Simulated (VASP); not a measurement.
Here is the system:

```yaml
crystal:
  lattice:
    - [1.58685, 0.91617, 5.07008]
    - [-1.58685, 0.91617, 5.07008]
    - [0.00000, -1.83233, 5.07008]
  atoms:
    - { symbol: Zr, position: [0.00000, 0.00000, 0.00000] }
    - { symbol: Ir, position: [0.50000, 0.50000, 0.50000] }
```

The numbers are results of PBE GGA, VASP's PBE PAW potentials (set 64) (plane waves; VASP 6.6.1), not measurements. Run with 300 eV cut-off, 10×10×10 Γ-centred mesh, Fermi-Dirac smearing of 0.10 eV, potentials Zr_sv Ir.

Problem. Give the energies of bands 5 to 13 at the high-symmetry points, in eV from the Fermi level.

Solution. 
```json
[
 {"band": "5", "Γ": "-6.74", "T": "-5.61", "H2": "-3.01", "L": "-3.70", "S0": "-3.00", "F": "-4.26"},
 {"band": "6", "Γ": "-3.90", "T": "-4.12", "H2": "-2.94", "L": "-2.76", "S0": "-2.76", "F": "-3.75"},
 {"band": "7", "Γ": "-1.89", "T": "-2.22", "H2": "-2.57", "L": "-2.36", "S0": "-2.50", "F": "-3.35"},
 {"band": "8", "Γ": "-1.89", "T": "-1.78", "H2": "-2.36", "L": "-1.93", "S0": "-2.49", "F": "-1.53"},
 {"band": "9", "Γ": "-1.06", "T": "-1.78", "H2": "-1.91", "L": "-1.51", "S0": "-1.97", "F": "-0.60"},
 {"band": "10", "Γ": "-1.06", "T": "-0.65", "H2": "0.01", "L": "-1.08", "S0": "-0.04", "F": "0.34"},
 {"band": "11", "Γ": "-0.58", "T": "-0.65", "H2": "0.76", "L": "0.17", "S0": "0.83", "F": "0.49"},
 {"band": "12", "Γ": "0.78", "T": "-0.06", "H2": "1.23", "L": "0.35", "S0": "1.21", "F": "1.54"},
 {"band": "13", "Γ": "1.57", "T": "1.07", "H2": "1.25", "L": "2.34", "S0": "1.23", "F": "2.50"}
]
```

It has no gap at this level: it comes out as a metal or semimetal.

The structure was generated: ZrIr was put into an ordered model structure, which need not be its known phase. The cell was not relaxed at this level. The electron count is odd and the run is not spin-polarised, which forces a metal.
